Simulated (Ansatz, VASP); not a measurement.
## ZnSe (tetragonal ZnSe monolayer): VASP beside Ansatz

One calculation is typed for both programs; each brings its own data sets. How far apart do they land? The cell is taken from a series of runs on this material, whose earlier steps may have relaxed, scaled, displaced or heated it; both programs get it as it stands.

Program: Ansatz 0.2.0. Level of theory: plane waves, with VASP 6.6.1 beside it; single point at PBE with D3(BJ). Results are calculated unless marked as measured.

## 1. Set-up

The cell holds 4 atoms: 2 Se and 2 Zn. Cell: a = 4.025 Å, b = 4.025 Å, c = 21.029 Å, α = 90.0°, β = 90.0°, γ = 90.0°. Vacuum lies along c.

## 2. VASP: single point, PBE with D3(BJ)

A single point gives forces, pressure and levels at one fixed geometry, so differences don't come from the geometry; what else differs is listed under the comparison.

Lines of VASP's logs that name or quote its potential files are left out, and so is its time.

File INCAR:

```
SYSTEM = ZnSe
PREC = Accurate
ENCUT = 400
EDIFF = 1E-06
NELM = 120
ISMEAR = -1
SIGMA = 0.02585
LREAL = .FALSE.
ALGO = Normal
GGA = PE
IVDW = 12
NBANDS = 24
LORBIT = 11
LWAVE = .FALSE.
LCHARG = .FALSE.
ISIF = 2
LDIPOL = .TRUE.
IDIPOL = 3
DIPOL = 0.5 0.5 0.5
LVHAR = .TRUE.
LASPH = .TRUE.
GGA_COMPAT = .FALSE.
EFERMI = MIDGAP
NELMDL = -8
```

File POSCAR:

```
ZnSe
1.0
    4.0246460889      0.0000000000      0.0000000000
    0.0000000000      4.0246460889      0.0000000000
    0.0000000000      0.0000000000     21.0289773273
Se Zn
2 2
Direct
    0.5000000000      0.0000000000      0.4279808694
    0.0000000000      0.5000000000      0.5720191306
    0.0000000000      0.0000000000      0.5000000000
    0.5000000000      0.5000000000      0.5000000000
```

File KPOINTS:

```
Automatic mesh
0
Gamma
12 12 1
0 0 0
```

PAW data sets: Se and Zn (PBE family, release 64).

Launch:

```
> mpirun -np 1 vasp_std
```

Numbers of over 12 decimals in the logs are rounded to 6 here.

What it wrote:

```text
[banner, memory and clock lines left out]
running    1 mpi-ranks, on    1 nodes
 distrk:  each k-point on    1 cores,    1 groups
 distr:  one band on    1 cores,    1 groups

 POSCAR found type information on POSCAR SeZn
 POSCAR found :  2 types and       4 ions
 LDA part: xc-table for (Slater+PW92), standard interpolation
 POSCAR, INCAR and KPOINTS ok, starting setup
 FFT: planning ... GRIDC
 FFT: planning ... GRID_SOFT
 FFT: planning ... GRID
 WAVECAR not read
 entering main loop
       N       E                     dE             d eps       ncg     rms          rms(c)
DAV:   1     0.192520224415E+03    0.19252E+03   -0.12543E+04  1384   0.982E+02
DAV:   2     0.842416502802E+01   -0.18410E+03   -0.17936E+03  1672   0.241E+02
DAV:   3    -0.115395811878E+02   -0.19964E+02   -0.19856E+02  1632   0.829E+01
DAV:   4    -0.120496889689E+02   -0.51011E+00   -0.50947E+00  1592   0.132E+01
DAV:   5    -0.120588466889E+02   -0.91577E-02   -0.91570E-02  1680   0.168E+00
DAV:   6    -0.120590627694E+02   -0.21608E-03   -0.21605E-03  1672   0.264E-01
DAV:   7    -0.120590693857E+02   -0.66163E-05   -0.66159E-05  1688   0.452E-02
DAV:   8    -0.120590696203E+02   -0.23454E-06   -0.23461E-06  1560   0.877E-03    0.720E+00
DAV:   9    -0.114123187324E+02    0.64675E+00   -0.18043E+00  1936   0.341E+01    0.587E+00
DAV:  10    -0.114051198994E+02    0.71988E-02   -0.77603E-01  1512   0.612E+00    0.203E+00
DAV:  11    -0.114027388866E+02    0.23810E-02   -0.14332E-02  1712   0.101E+00    0.380E-01
DAV:  12    -0.114025770092E+02    0.16188E-03   -0.60713E-03  1792   0.957E-01    0.102E-01
DAV:  13    -0.114026636818E+02   -0.86673E-04   -0.39090E-04  1632   0.268E-01    0.562E-02
DAV:  14    -0.114027740808E+02   -0.11040E-03   -0.15279E-04  1624   0.868E-02    0.162E-02
DAV:  15    -0.114027960397E+02   -0.21959E-04   -0.19518E-05  1632   0.290E-02    0.968E-03
DAV:  16    -0.114028125844E+02   -0.16545E-04   -0.43171E-06  1440   0.128E-02    0.980E-03
DAV:  17    -0.114028180296E+02   -0.54452E-05   -0.61214E-07  1264   0.502E-03    0.137E-03
DAV:  18    -0.114028314748E+02   -0.13445E-04   -0.15247E-06  1280   0.114E-02    0.160E-03
DAV:  19    -0.114028368826E+02   -0.54077E-05   -0.31262E-07  1200   0.868E-03    0.104E-03
DAV:  20    -0.114028428010E+02   -0.59185E-05   -0.33952E-07  1176   0.306E-03    0.799E-04
DAV:  21    -0.114028448669E+02   -0.20658E-05   -0.82558E-08  1184   0.246E-03    0.728E-04
DAV:  22    -0.114028451216E+02   -0.25472E-06   -0.19187E-08  1216   0.928E-04
   1 F= -.12276984E+02 E0= -.12276984E+02  d E =-.451470E-21
```

OUTCAR, selected parts (step 2):

```text
ion  position               nearest neighbor table
   1  0.500  0.000  0.428-   3 2.52   4 2.52   4 2.52   3 2.52
   2  0.000  0.500  0.572-   3 2.52   4 2.52   3 2.52   4 2.52
   3  0.000  0.000  0.500-   1 2.52   2 2.52   2 2.52   1 2.52   4 2.85   4 2.85   4 2.85   4 2.85

  LATTYP: Found a simple tetragonal cell.
 ALAT       =     4.0246460889
 C/A-ratio  =     5.2250500697

 Subroutine GETGRP returns: Found 16 space group operations
 (whereof  8 operations were pure point group operations)

The static configuration has the point symmetry D_2d.
 The point group associated with its full space group is D_4h.

 Found     28 irreducible k-points:

   k-points           NKPTS =     28   k-points in BZ     NKDIM =     28   number of bands    NBANDS=     24

   dimension x,y,z NGX =    28 NGY =   28 NGZ =  140
   dimension x,y,z NGXF=    56 NGYF=   56 NGZF=  280

   ENCUT  =  400.0 eV  29.40 Ry    5.42 a.u.   6.56  6.56 34.29*2*pi/ulx,y,z

   NELECT =      36.0000    total number of electrons

 k-points in reciprocal lattice and weights: Automatic mesh
   0.00000000  0.00000000  0.00000000       0.007
   0.08333333  0.00000000  0.00000000       0.028
   0.16666667  0.00000000  0.00000000       0.028
   0.25000000  0.00000000  0.00000000       0.028
   0.33333333  0.00000000  0.00000000       0.028
   0.41666667  0.00000000  0.00000000       0.028
   0.50000000  0.00000000  0.00000000       0.014
   0.08333333  0.08333333  0.00000000       0.028
   0.16666667  0.08333333  0.00000000       0.056
[...]
0.50000000  0.41666667  0.00000000       0.028
   0.50000000  0.50000000  0.00000000       0.007

 dipolmoment           0.000000      0.000000     -0.000000 electrons x Angstroem

 average (electrostatic) potential at core
       1 -61.3078       2 -61.3078       3 -42.7244       4 -42.7244

 E-fermi :  -2.7846

 k-point     1 :       0.0000    0.0000    0.0000
  band No.  band energies     occupation
    ...
     14      -5.9170      2.00000
     15      -5.9170      2.00000
     16      -4.5771      2.00000
     17      -3.9485      2.00000
     18      -3.9485      2.00000
     19      -1.6208      0.00000
     20      -1.3081      0.00000
     21      -0.6522      0.00000
     22       1.6004      0.00000
     23       1.7088      0.00000
    ...

 k-point     2 :       0.0833    0.0000    0.0000
  band No.  band energies     occupation
    ...
     14      -6.2421      2.00000
     15      -5.8590      2.00000
     16      -4.5554      2.00000
     17      -4.1668      2.00000
     18      -3.9551      2.00000
     19      -1.4171      0.00000
     20      -1.1271      0.00000
     21      -0.4074      0.00000
     22       1.5174      0.00000
     23       1.7960      0.00000
    ...

 k-point     3 :       0.1667    0.0000    0.0000
  band No.  band energies     occupation
    ...
     14      -6.9344      2.00000
     15      -5.6940      2.00000
     16      -4.6128      2.00000
     17      -4.5497      2.00000
     18      -3.9797      2.00000
     19      -1.1957      0.00000
     20      -0.7802      0.00000
     21       0.4342      0.00000
     22       1.3379      0.00000
     23       1.9293      0.00000
    ...

 Edisp (eV)   -0.87414

  Total       0.00764     0.00764     0.00372     0.00000     0.00000    -0.00000
  in kB       0.03595     0.03595     0.01749     0.00000     0.00000    -0.00000
  external pressure =        0.03 kB  Pullay stress =        0.00 kB

  energy-cutoff  :      400.00
  volume of cell :      340.62
      direct lattice vectors                 reciprocal lattice vectors
     4.024646089  0.000000000  0.000000000     0.248469052  0.000000000  0.000000000
     0.000000000  4.024646089  0.000000000     0.000000000  0.248469052  0.000000000
     0.000000000  0.000000000 21.028977327     0.000000000  0.000000000  0.047553430

 POSITION                                       TOTAL-FORCE (eV/Angst)
 -----------------------------------------------------------------------------------
      2.01232      0.00000      9.00000         0.000000      0.000000     -0.044511
      0.00000      2.01232     12.02898        -0.000000     -0.000000      0.044511
      0.00000      0.00000     10.51449        -0.000000      0.000000     -0.000000
      2.01232      2.01232     10.51449         0.000000      0.000000     -0.000000
 -----------------------------------------------------------------------------------
    total drift:                                0.000000      0.000000      0.000000

  FREE ENERGIE OF THE ION-ELECTRON SYSTEM (eV)
  ---------------------------------------------------
  free  energy   TOTEN  =       -12.2769844534 eV

  energy  without entropy=      -12.2769844534  energy(sigma->0) =      -12.27698445

 vacuum level on the upper side and lower side of the slab         1.951         1.951

 total charge
# of ion       s       p       d       tot
------------------------------------------
    1        1.468   2.341   0.030   3.839
    2        1.468   2.341   0.030   3.839
    3        0.517   0.449   9.790  10.756
    4        0.517   0.449   9.790  10.756
--------------------------------------------------
tot          3.970   5.580  19.639  29.189

[... 3 further parts left out ...]
```

## 3. Ansatz: single point, PBE with D3(BJ)

Ansatz runs on its default PAW (the set named soft_2) files.

The same cell, functional, mesh and smearing now go to Ansatz, which takes its cutoff from its data sets.

File input.yaml:

```yaml
crystal:
  lattice:
    - [4.0246460889, 0.0, 0.0]
    - [0.0, 4.0246460889, 0.0]
    - [0.0, 0.0, 21.0289773273]
  atoms:
    - { symbol: Se, position: [0.5, 0.0, 0.4279808694] }
    - { symbol: Zn, position: [0.0, 0.0, 0.5] }
    - { symbol: Zn, position: [0.5, 0.5, 0.5] }
    - { symbol: Se, position: [0.0, 0.5, 0.5720191306] }
kpoints:
  mp_grid: { grid: [12, 12, 1] }
  band_path:
    path: [[0, 0, 0], [0.5, 0, 0], [0.5, 0.5, 0], [0, 0, 0]]
    npoints: 16
hamiltonian:
  xc: pbe
  dispersion: d3bj
scf:
  occupations: { method: fermi_dirac, width: 0.02585 }
  convergence: { dr2_threshold: 1.0e-10 }
efield:
  axis: 3
  dipole_correction: true
  ramp_position: 0.97
  ramp_width: 0.06
  amplitude: 0
output:
  dos: { projected: true, e_range: [-6, 5] }
  write_potential: true
  write_density: true
  volumetric_format: npy
  elf: true
```

Launch:

```
> ansatz run input.yaml --threads 2 --pin off --max-ram 3072MiB --backend cpu --events-out ev --progress --plain --runs-dir out
```

What it wrote:

```text
Engine: ansatz 0.2.0, aarch64-unknown-linux-gnu
Pseudopotentials: kind: paw
Pseudopotential: Se, paw, valence charge 16, recommended cutoff 420 eV (normal), Se.paw.azcp
Pseudopotential: Zn, paw, valence charge 12, recommended cutoff 420 eV (normal), Zn.paw.azcp
Functional definition: PBE
  parameter kappa = 0.804
  parameter beta = 0.066725
  exchange = pbe_x(kappa = kappa, mu = beta*pi^2/3)
  correlation = pbe_c(beta = beta)
Crystal: 4 atoms, lattice volume = 340.623 Å³
Basis set: ecut = 420 eV, 6671 PW (Γ)
Bands: 34, of which v1, the nominal top of the filled ones, is band 28 counted from 1 (27 counted from 0)
Symmetry: 8 space group operations
k-points: 28 of 144
Non-local potential: Se, projectors of the file, l = 0: 2, l = 1: 2, l = 2: 3, l = 3: 1
Non-local potential: Zn, projectors of the file, l = 0: 2, l = 1: 2, l = 2: 3, l = 3: 1
PAW form: soft (Blöchl's): semilocal exchange-correlation on the pseudo side does not see the compensation charge
PAW one-centre angular grid: Se, 590 points (default); XC on 64 Gauss nodes
PAW one-centre angular grid: Zn, 590 points (default); XC on 64 Gauss nodes
Initial density: superposition of atomic densities (neutral atoms: chi_scale 0, normalization atom), corrected by the library's trained network
Initial wavefunctions: pseudopotential atomic-orbital guess
Functional: x = pbe(κ = 0.804, μ = 0.219515), c = pbe(β = 0.066725)
SCF iter   1: F=—  HF=-17579.291945 eV  |F-HF|=—  |Δ(HF+E_count)|=         —  Δρ=1.24e-3  dr2=2.55e-2  ethr=1.77e-3  p=0.000 e·Å  D=1.65e-14 V/Å  ΔV_dip=-0.00 eV  dr2_dipole=1.57e-11  V_vac-E_F(+/−)=4.36/4.36 eV  ⟨swp⟩=11.2  Hψ=5025  notcnv=0
efield: sawtooth ramp at fractional position 0.9700 (set: `efield.ramp_position`, or a place that a band, a saddle search or an elastic batch's reference lends), width 0.0600; the density the first Hamiltonian is built on has a dipole p = 0.000 e·Å; the dipole correction subtracts the counter field D = 1.65e-14 V/Å, which shifts the + side's vacuum level by -0.00 eV against the − side's; the planar-averaged density in the ramp window peaks in size at 1.5e-5 e/Å³
preconditioner: auto → Resta (q_TF=auto, 2.019 Å⁻¹)  ε∞=2.3  [insulator: Δε(μ)=2.376 eV  Ē_g=10.707 eV  σ=0.026 eV  W_gap=1.00  n_scr=48 (ndim 8)  ℏωp=12.1 eV  f_vac=0.719  D(μ)=0.00/eV (n_scr^D=0)  ε∞_Penn≈2.3  vacuum switching on, ρ_ref=8.3e-3 e/Å³]
SCF iter   2: F=—  HF=-17579.286808 eV  |F-HF|=—  |Δ(HF+E_count)|=   5.14e-3  Δρ=6.12e-4  dr2=2.02e-3  ethr=4.55e-5  p=-0.000 e·Å  D=-7.43e-7 V/Å  ΔV_dip=0.00 eV  dr2_dipole=3.78e-11  V_vac-E_F(+/−)=4.57/4.57 eV  ⟨swp⟩=2.9  Hψ=1749  notcnv=0  defer=50
SCF iter   3: F=—  HF=-17579.287032 eV  |F-HF|=—  |Δ(HF+E_count)|=   2.24e-4  Δρ=2.54e-4  dr2=4.44e-4  ethr=3.60e-6  p=0.000 e·Å  D=1.00e-6 V/Å  ΔV_dip=-0.00 eV  dr2_dipole=5.74e-11  V_vac-E_F(+/−)=4.64/4.64 eV  ⟨swp⟩=2.3  Hψ=1530  notcnv=0  defer=50
SCF iter   4: F=—  HF=-17579.287369 eV  |F-HF|=—  |Δ(HF+E_count)|=   3.36e-4  Δρ=1.91e-4  dr2=9.56e-5  ethr=7.93e-7  p=-0.000 e·Å  D=-1.49e-6 V/Å  ΔV_dip=0.00 eV  dr2_dipole=1.40e-10  V_vac-E_F(+/−)=4.69/4.69 eV  ⟨swp⟩=2.5  Hψ=1518  notcnv=0  defer=50
SCF iter   5: F=—  HF=-17579.287385 eV  |F-HF|=—  |Δ(HF+E_count)|=   1.64e-5  Δρ=4.82e-5  dr2=7.95e-6  ethr=1.71e-7  p=0.000 e·Å  D=6.82e-7 V/Å  ΔV_dip=-0.00 eV  dr2_dipole=2.49e-11  V_vac-E_F(+/−)=4.70/4.70 eV  ⟨swp⟩=2.1  Hψ=1408  notcnv=0  defer=50
SCF iter   6: F=—  HF=-17579.287397 eV  |F-HF|=—  |Δ(HF+E_count)|=   1.22e-5  Δρ=1.56e-5  dr2=7.11e-7  ethr=1.42e-8  p=-0.000 e·Å  D=-1.33e-6 V/Å  ΔV_dip=0.00 eV  dr2_dipole=1.11e-10  V_vac-E_F(+/−)=4.70/4.70 eV  ⟨swp⟩=2.0  Hψ=1421  notcnv=0  defer=51
SCF iter   7: F=—  HF=-17579.287470 eV  |F-HF|=—  |Δ(HF+E_count)|=   7.32e-5  Δρ=2.26e-6  dr2=1.49e-8  ethr=1.27e-9  p=0.000 e·Å  D=2.75e-6 V/Å  ΔV_dip=-0.00 eV  dr2_dipole=4.49e-10  V_vac-E_F(+/−)=4.71/4.71 eV  ⟨swp⟩=2.1  Hψ=1430  notcnv=0  defer=50
SCF iter   8: F=—  HF=-17579.287470 eV  |F-HF|=—  |Δ(HF+E_count)|=   3.59e-8  Δρ=8.76e-7  dr2=1.63e-8  ethr=2.66e-11  p=-0.000 e·Å  D=-8.04e-6 V/Å  ΔV_dip=0.00 eV  dr2_dipole=3.88e-9  V_vac-E_F(+/−)=4.71/4.71 eV  ⟨swp⟩=2.6  Hψ=1706  notcnv=0  defer=50
SCF iter   9: F=—  HF=-17579.287470 eV  |F-HF|=—  |Δ(HF+E_count)|=  7.28e-11  Δρ=2.96e-7  dr2=1.22e-9  ethr=2.66e-11  p=0.000 e·Å  D=2.25e-6 V/Å  ΔV_dip=-0.00 eV  dr2_dipole=2.77e-10  V_vac-E_F(+/−)=4.71/4.71 eV  ⟨swp⟩=1.8  Hψ=976  notcnv=0  defer=50
SCF iter  10: F=-17579.287470 eV  HF=-17579.287470 eV  |F-HF|=7.64e-11  |Δ(HF+E_count)|=  8.11e-10  Δρ=7.95e-8  dr2=5.72e-11  ethr=1.00e-12  p=0.000 e·Å  D=3.82e-7 V/Å  ΔV_dip=-0.00 eV  dr2_dipole=1.08e-11  V_vac-E_F(+/−)=4.71/4.71 eV  ⟨swp⟩=12.8  Hψ=3625  notcnv=0
the search or the solves at the SCF's close seem to have found levels that the self-consistency loop had missed (the run counts 1). By its estimate they hold under 1e-12 electrons; where the run keeps them, the occupations were computed again with them
SCF 1 converged in 10 iterations: F = -17579.287470 eV  dr2 = 5.72e-11
  greatest PAW one-centre occupation: 1.000 electrons in one spin orbital (limit 2), on the Se atom at site 3 (counted from 0), in its partial waves of l = 2
NSCF: frozen V_eff on 49 k-points
efield: sawtooth ramp at fractional position 0.9700 (kept from the solve that this one continues, or follows in the run), width 0.0600; the density the first Hamiltonian is built on has a dipole p = 0.000 e·Å; the dipole correction subtracts the counter field D = 3.82e-7 V/Å, which shifts the + side's vacuum level by -0.00 eV against the − side's; the planar-averaged density in the ramp window peaks in size at 1.3e-5 e/Å³
WARN: The output density's exchange-correlation potential varies sharply where the density is thin. Do not read a vacuum level from v_tot or v_xc, or from such a field of the output density. On a cell that repeats whose density bears no net charge and no dipole along the vacuum's axis use v_es (v_loc + v_h of the components); under efield.dipole_correction with no amplitude use v_es + v_field, which holds any externa [...]
SCF converged after 10 iterations
Free energy (F): -17579.287470 eV
Harris-Foulkes:  -17579.287470 eV  (|F-HF|=7.64e-11)
Internal energy: -17579.287470 eV  (E = F + TS)
E sigma→0 (E₀):  -17579.287470 eV
Fermi energy:    -1.373838 eV
Dipole field:    D = -0.000003 V/Å  (p = -0.000006 e·Å, saw-weighted, corrected)
Work function:   Φ+ = 4.7052 eV   Φ− = 4.7051 eV
Levels:          The Fermi level and band energies are counted from a zero that moves with the ramp; work functions are not
--- Per-component energies (eV) ---
  E_band       = -1278.555016
  E_kinetic    = 498.543923
  E_local      = -47732.956406  (includes V_loc(G=0)·N_el)
  E_nonlocal   = 37.898918
  E_hartree    = 23287.628020
  E_xc         = -482.304668
  E_vxc        = -299.559937  (∫ρ·V_xc dr)
  E_paw        = -7479.416614  (= ΣΔE_a)
  E_vpaw       = -357.735605  (= ΣTr[D̂ρ^β])
  E_aug_tail   = -0.001882  (compensation charges beyond the density's cutoff)
  E_efield     = 0.000000  (sawtooth field / dipole correction)
  E_vefield    = 0.000000  (∫n·V_field dr)
  E_ewald      = 14292.195454
  E_disp       = -0.874214  (pairwise vdW)
  E_smearing   = -0.000000  (= −TS)
  E_closure    = 0.000000  (closes the sum)
  Σ components = -17579.287470   (vs F -17579.287470, Δ=0.00e0)
--- Band table (eV; the first three rows and the last of 28) ---
  k-point 0: bands = [... 24 lower, -4.5309, -3.1970, -2.5665, -2.5665, -0.2292, 0.0726, 0.7343, 2.9737, ... 2 higher]
  k-point 1: bands = [... 24 lower, -4.4729, -3.1759, -2.7842, -2.5732, -0.0265, 0.2532, 0.9791, 2.8934, ... 2 higher]
  k-point 2: bands = [... 24 lower, -4.3079, -3.2292, -3.1707, -2.5977, 0.1929, 0.6000, 1.8194, 2.7182, ... 2 higher]
  k-point 27: bands = [... 24 lower, -4.8584, -4.8584, -4.8402, -4.8402, 1.4193, 1.4193, 1.6455, 1.6455, ... 2 higher]
```

Reading the cycles: dr2 is the Hartree energy of the density residual (eV), the measure of convergence; HF is the Harris–Foulkes estimate of the energy, which meets the free energy F at convergence.

## 4. Differences

Known differences besides the potentials themselves: the data sets hold 56 valence electrons in Ansatz (on its default PAW (the set named soft_2) files) and 36 in VASP; the cutoff is 420 eV in Ansatz and 400 eV in VASP. Total energies have different zeros and are not compared.

Both answers:

| quantity | Ansatz | VASP | difference |
| --- | --- | --- | --- |
| gap on the k mesh (eV) | 2.337 | 2.328 | +0.010 |

A gap on the mesh is an upper bound, since the band edges may lie between its points. With vacuum in the cell, a pressure given here is an average over mostly empty space and none of the material.

## 5. Summary of results

```yaml
difference_in_gap_on_the_k_mesh_single_point_pbe_with_d3_bj: 0.0096 eV
```

The difference in gap on the k mesh is 0.0096 eV (single point, PBE with D3(BJ)), within the 0.08 eV picked in this series as the mark of a large difference. The data sets hold unlike numbers of valence electrons (56 in Ansatz and 36 in VASP), so part of the differences comes from the potentials. Such differences can come from data sets, numerical settings and the points named under the comparisons, not from the functional's error against experiment.

[Lines on the potential files, build, host, timing and source positions are cut from VASP's logs without a mark.]

[Logs are printed without paths, hosts, clocks, repeated set-up lines and the standing remarks that a program may print on its own settings, such as how far it seeks lower states.]

[Hosts, paths, dates, database ids (printed as entryN), source tags and the programs' standing remarks are cut or masked in the printed files.]
